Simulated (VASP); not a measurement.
An input for Quantum ESPRESSO's pw.x (written as the equivalent of a VASP run, and not itself run):

```
&CONTROL
  calculation = 'vc-relax'
  pseudo_dir = './pseudo'
  outdir = './out'
  tprnfor = .true.
  tstress = .true.
  nstep = 60
  forc_conv_thr = 0.00039
/
&SYSTEM
  ibrav = 0
  nat = 1
  ntyp = 1
  ecutwfc = 90
  occupations = 'smearing'
  smearing = 'methfessel-paxton'
  degauss = 0.00735
  input_dft = 'rpbe'
  nspin = 2
  starting_magnetization(1) = 0.25
/
&ELECTRONS
  conv_thr = 7.3e-08
  electron_maxstep = 100
/
&IONS
/
&CELL
/
ATOMIC_SPECIES
  Fe 55.845 Fe.upf
CELL_PARAMETERS angstrom
    -1.4350000    1.4350000    1.4350000
     1.4350000   -1.4350000    1.4350000
     1.4350000    1.4350000   -1.4350000
ATOMIC_POSITIONS crystal
  Fe   0.0000000  0.0000000  0.0000000
K_POINTS automatic
  16 16 16 0 0 0
```

Write the VASP files for the same calculation (RPBE).

Several could match; the one computed here: 
**KPOINTS**
```
Automatic mesh
0
Gamma
16 16 16
0 0 0
```

### INCAR
```
SYSTEM=Fe
PREC=Accurate; ENCUT=520; LREAL=F
LASPH=T
EDIFF=1E-6; NELM=100; ALGO=Normal
LMAXMIX=4
ISMEAR=1; SIGMA=0.1
GGA=RP
ISPIN=2; MAGMOM=2.5
IBRION=2; NSW=60; ISIF=3
EDIFFG=-0.01
LWAVE=F; LCHARG=F; LORBIT=10
```

File POSCAR:
```
Fe
1
   -1.4350000000     1.4350000000     1.4350000000
    1.4350000000    -1.4350000000     1.4350000000
    1.4350000000     1.4350000000    -1.4350000000
Fe
1
Direct
  0.0000000000   0.0000000000   0.0000000000
```

POTCAR, in this order: Fe (PBE.64 set). Program: vasp_std.

Limits of the translation: the potentials are each code's own (VASP's PAW set, PseudoDojo norm-conserving files in pw.x), so ENCUT and ecutwfc are chosen apart and not converted; conv_thr bounds pw.x's estimated SCF error, while EDIFF bounds the energy change between steps; starting_magnetization is a fraction of the valence charge and MAGMOM a moment in μB, so they match only roughly; forc_conv_thr acts on force components and is met together with etot_conv_thr.

The compound is Fe in the bcc structure. This run relaxes it. Symmetry was kept, so distortions that lower it aren't found.
